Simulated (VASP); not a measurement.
Computed with PBEsol GGA, VASP's PBE PAW potentials (set 64) (plane waves; VASP 6.6.1).

VASP input:

File POSCAR:
```
TeRh
1
    1.8042638432    -5.1610844043    -0.0000000000
    1.8042638432     5.1610844043     0.0000000000
    0.0000000000    -0.0000000000     3.9680742696
Te Rh
2 2
Direct
  0.6439228130   0.3560771870   0.2500000000
  0.3699332536   0.6577788796   0.7500000000
  0.9046605030   0.0953394970   0.2500000000
  0.0953394970   0.9046605030   0.7500000000
```

### KPOINTS
```
Regular mesh
0
gamma
 8 8 8
0 0 0
```

**INCAR**
```
ALGO=Normal
EDIFF=1E-7
ENCUT=480
GGA=PS
ISIF=2
ISMEAR=1
LASPH=T
LCHARG=F
LMAXMIX=4
LREAL=F
LWAVE=F
NELM=100
PREC=Accurate
SIGMA=0.1
SYSTEM=TeRh
```

POTCAR, in this order: Te Rh_pv (PBE.64 set). Program: vasp_std.

The run wrote:

**OUTCAR**
```
 ion  position               nearest neighbor table
   1  0.644  0.356  0.250-   3 2.69   4 2.73   4 2.73   4 2.73   4 2.73   3 3.06   3 3.06   2 3.44
                             2 3.44   2 3.49   2 3.49   2 3.57   2 3.57
   2  0.370  0.658  0.750-   4 2.69   3 2.70   3 2.70   3 2.76   3 2.76   4 3.03   4 3.09   1 3.44
                             1 3.44   1 3.49   1 3.49   1 3.57   1 3.57
   3  0.905  0.095  0.250-   1 2.69   2 2.70   2 2.70   2 2.76   2 2.76   4 2.79   4 2.79   1 3.06
                             1 3.06
   4  0.095  0.905  0.750-   2 2.69   1 2.73   1 2.73   1 2.73   1 2.73   3 2.79   3 2.79   2 3.03
                             2 3.09
  LATTYP: Found a base centered orthorhombic cell.
 ALAT       =     3.6085276864
 B/A-ratio  =     2.8604931722
 C/A-ratio  =     1.0996380282
 Subroutine PRICEL returns:
 Original cell was already a primitive cell.
 Subroutine GETGRP returns: Found  2 space group operations
The static configuration has the point symmetry C_1 .
 The point group associated with its full space group is C_1h.
The dynamic configuration has the point symmetry C_1 .
 Subroutine INISYM returns: Found  2 space group operations
 Subroutine IBZKPT returns following result:
 Found    170 irreducible k-points:

 Following reciprocal coordinates:
            Coordinates               Weight
  0.000000  0.000000  0.000000      1.000000
  0.125000 -0.000000  0.000000      2.000000
 -0.000000  0.125000  0.000000      2.000000
  0.250000 -0.000000  0.000000      2.000000
 -0.000000  0.250000  0.000000      2.000000
  0.375000 -0.000000  0.000000      2.000000
 -0.000000  0.375000  0.000000      2.000000
  0.500000 -0.000000  0.000000      1.000000
 -0.000000  0.500000  0.000000      1.000000
  0.125000  0.125000  0.000000      2.000000
  0.250000  0.125000  0.000000      2.000000
  0.125000  0.250000  0.000000      2.000000
  0.375000  0.125000  0.000000      2.000000
  0.125000  0.375000  0.000000      2.000000
  0.500000  0.125000  0.000000      2.000000
...
```

### OSZICAR
```
       N       E                     dE             d eps       ncg     rms          rms(c)
DAV:   1     0.357618130248E+03    0.35762E+03   -0.23243E+04  9636   0.156E+03
DAV:   2    -0.101277610157E+02   -0.36775E+03   -0.36290E+03  9719   0.421E+02
DAV:   3    -0.242145853430E+02   -0.14087E+02   -0.13808E+02 10273   0.799E+01
DAV:   4    -0.244648437582E+02   -0.25026E+00   -0.24958E+00  9276   0.102E+01
DAV:   5    -0.244693796897E+02   -0.45359E-02   -0.45346E-02 10239   0.147E+00    0.172E+01
DAV:   6    -0.241982297051E+02    0.27115E+00   -0.68308E-01  9133   0.689E+00    0.958E+00
DAV:   7    -0.241584514243E+02    0.39778E-01   -0.58622E-01  9059   0.413E+00    0.284E+00
DAV:   8    -0.241055019132E+02    0.52950E-01   -0.30397E-01  8761   0.448E+00    0.194E+00
DAV:   9    -0.241062841817E+02   -0.78227E-03   -0.98515E-03  9125   0.585E-01    0.145E+00
DAV:  10    -0.241049780811E+02    0.13061E-02   -0.10052E-02  8814   0.867E-01    0.899E-01
DAV:  11    -0.241045953087E+02    0.38277E-03   -0.98991E-04  9440   0.327E-01    0.647E-01
DAV:  12    -0.241045290915E+02    0.66217E-04   -0.28728E-04  9513   0.198E-01    0.544E-01
DAV:  13    -0.241044695001E+02    0.59591E-04   -0.53806E-05  9407   0.534E-02    0.346E-01
DAV:  14    -0.241044415890E+02    0.27911E-04   -0.19570E-05  9925   0.288E-02    0.241E-01
DAV:  15    -0.241044269074E+02    0.14682E-04   -0.86326E-06  9568   0.189E-02    0.180E-01
DAV:  16    -0.241044127479E+02    0.14159E-04   -0.21399E-05  9453   0.291E-02    0.734E-02
DAV:  17    -0.241044103769E+02    0.23711E-05   -0.52908E-06  9830   0.129E-02    0.153E-02
DAV:  18    -0.241044101933E+02    0.18357E-06   -0.40901E-07  7848   0.404E-03    0.379E-03
DAV:  19    -0.241044101736E+02    0.19714E-07   -0.51947E-08  4460   0.138E-03
   1 F= -.24104410E+02 E0= -.24104849E+02  d E =0.131588E-02
```

OUTCAR:
```
------------------------ aborting loop because EDIFF is reached ----------------------------------------
  FORCE on cell =-STRESS in cart. coord.  units (eV):
  Direction    XX          YY          ZZ          XY          YZ          ZX
  --------------------------------------------------------------------------------------
  Total        0.2378323      0.2392606      0.0715950      0.1158357      0.0000000      0.0000000
  in kB        5.1562109      5.1871750      1.5521819      2.5113215      0.0000000      0.0000000
  external PRESSURE =       3.9651893 kB  Pullay stress =       0.0000000 kB
  volume of cell :       73.90
      direct lattice vectors                 reciprocal lattice vectors
     1.804263843 -5.161084404  0.000000000     0.277121332 -0.096878865  0.000000000
     1.804263843  5.161084404  0.000000000     0.277121332  0.096878865  0.000000000
     0.000000000  0.000000000  3.968074270     0.000000000  0.000000000  0.252011412
 POSITION                                       TOTAL-FORCE (eV/Angst)
 -----------------------------------------------------------------------------------
      1.80426     -1.48560      0.99202         0.049481      0.037283      0.000000
      1.85426      1.48560      2.97606        -0.221506     -0.031335      0.000000
      1.80426     -4.17697      0.99202         0.163936      0.083059      0.000000
      1.80426      4.17697      2.97606         0.008089     -0.089008      0.000000
 -----------------------------------------------------------------------------------
    total drift:                               -0.000089     -0.000007     -0.000000
  FREE ENERGIE OF THE ION-ELECTRON SYSTEM (eV)
  ---------------------------------------------------
  free  energy   TOTEN  =       -24.1044101736 eV

  energy  without entropy=      -24.1057260543  energy(sigma->0) =      -24.10484880
```
(Selected blocks of OUTCAR.)

The structure was generated: TeRh was put into the CrB type (Cmcm), which need not be its known phase. This cell was strained or had an atom moved on purpose.
